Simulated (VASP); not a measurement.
OSZICAR of a VASP run on Na (bcc):

OSZICAR:
```
       N       E                     dE             d eps       ncg     rms          rms(c)
DAV:   1    -0.104237689307E+01   -0.10424E+01   -0.11728E+02   448   0.686E+01
DAV:   2    -0.130573732615E+01   -0.26336E+00   -0.24835E+00   568   0.781E+00
DAV:   3    -0.130808704860E+01   -0.23497E-02   -0.23503E-02   608   0.753E-01
DAV:   4    -0.130809857722E+01   -0.11529E-04   -0.11529E-04   572   0.488E-02
DAV:   5    -0.130809878882E+01   -0.21160E-06   -0.21159E-06   572   0.509E-03    0.205E-01
DAV:   6    -0.130814403729E+01   -0.45248E-04   -0.53884E-05   536   0.569E-02    0.138E-01
DAV:   7    -0.130796667726E+01    0.17736E-03   -0.14634E-04   460   0.103E-01    0.825E-03
DAV:   8    -0.130796373430E+01    0.29430E-05   -0.14706E-06   540   0.687E-03    0.183E-03
DAV:   9    -0.130796360964E+01    0.12466E-06   -0.17736E-07   380   0.255E-03
   1 F= -.13079636E+01 E0= -.13078538E+01  d E =-.130796E+01
       N       E                     dE             d eps       ncg     rms          rms(c)
DAV:   1    -0.130887301179E+01   -0.90928E-03   -0.67961E-04   480   0.125E-01    0.502E-03
DAV:   2    -0.130887420115E+01   -0.11894E-05   -0.10434E-05   508   0.171E-02    0.306E-03
DAV:   3    -0.130887471520E+01   -0.51406E-06   -0.24919E-07   328   0.286E-03
   2 F= -.13088747E+01 E0= -.13087625E+01  d E =-.911106E-03
       N       E                     dE             d eps       ncg     rms          rms(c)
DAV:   1    -0.131003866450E+01   -0.11645E-02   -0.62748E-03   480   0.384E-01    0.152E-02
DAV:   2    -0.131004708379E+01   -0.84193E-05   -0.94163E-05   512   0.519E-02    0.921E-03
DAV:   3    -0.131004808256E+01   -0.99877E-06   -0.25287E-06   532   0.883E-03
   3 F= -.13100481E+01 E0= -.13099290E+01  d E =-.208447E-02
```

Question: Which electronic solver shows in the log?

Answer: It is blocked Davidson (ALGO = Normal, or the opening steps of other solvers). The INCAR had ALGO = Normal.

Question: Can the final energy be trusted as converged?

Answer: The calculation finished and met its thresholds. It stopped with EDIFF = 1E-6, NELM = 100, NSW = 60 and EDIFFG = -0.01 after 3 ionic steps (PBE GGA, plane waves, VASP's PBE PAW potentials (set 64)). Energy and stress use the plane-wave basis of the starting cell.

The compound is Na in the bcc structure. This run relaxes it. Symmetry was kept, so distortions that lower it aren't found.
